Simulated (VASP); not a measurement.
The input files of a VASP run:

### KPOINTS
```
kpoints
0
gamma
 11 11 11
```

File POSCAR:
```
PtB
1
    0.0000000000     2.5403410000     2.5403410000
    2.5403410000     0.0000000000     2.5403410000
    2.5403410000     2.5403410000     0.0000000000
Pt B
1 1
Direct
  0.0000000000   0.0000000000   0.0000000000
  0.2500000000   0.2500000000   0.2500000000
```

### INCAR
```
! general
SYSTEM  = PtB
PREC    = Accurate
ENCUT   = 520
LREAL   = .FALSE.
LASPH   = .TRUE.

! electronic loop
EDIFF   = 1E-6
NELM    = 100
ALGO    = Normal
LMAXMIX = 6

! smearing
ISMEAR  = 1
SIGMA   = 0.1

! functional
GGA     = PE

! ions
IBRION  = 2
NSW     = 60
ISIF    = 3
EDIFFG  = -0.01

! output
LWAVE   = .FALSE.
LCHARG  = .FALSE.
```

POTCAR, in this order: Pt B (PBE.64 set). Program: vasp_std.

Problem. Translate this PBE calculation to Ansatz.

Solution. One equivalent input (not run):
Ansatz 0.2 input:
```yaml
crystal:
  lattice:
    - [0.0000000, 2.5403410, 2.5403410]
    - [2.5403410, 0.0000000, 2.5403410]
    - [2.5403410, 2.5403410, 0.0000000]
  atoms:
    - { symbol: Pt, position: [0.0000000, 0.0000000, 0.0000000] }
    - { symbol: B, position: [0.2500000, 0.2500000, 0.2500000] }
kpoints:
  mp_grid: { grid: [11, 11, 11] }
hamiltonian:
  xc: pbe
  pseudopotentials: { kind: paw }
scf:
  occupations: { method: methfessel_paxton, width: 0.1 }
  max_iter: 100
relax:
  max_steps: 60
  f_tol: 0.01
  cell: {}
output: { forces: true, stress: true, eigenvalues: true }
```
What does not carry over: each code has its own PAW files, so the cut-off isn't converted (ENCUT is set for VASP's; basis.ecutwfc is left out, and Ansatz then takes the one that its files recommend); Ansatz stops its SCF on the density residual and VASP on the energy change (EDIFF).

The structure was generated: PtB was put into the zinc blende type (F-43m), which need not be its known phase. This run relaxes it. Symmetry was kept, so distortions that lower it aren't found.
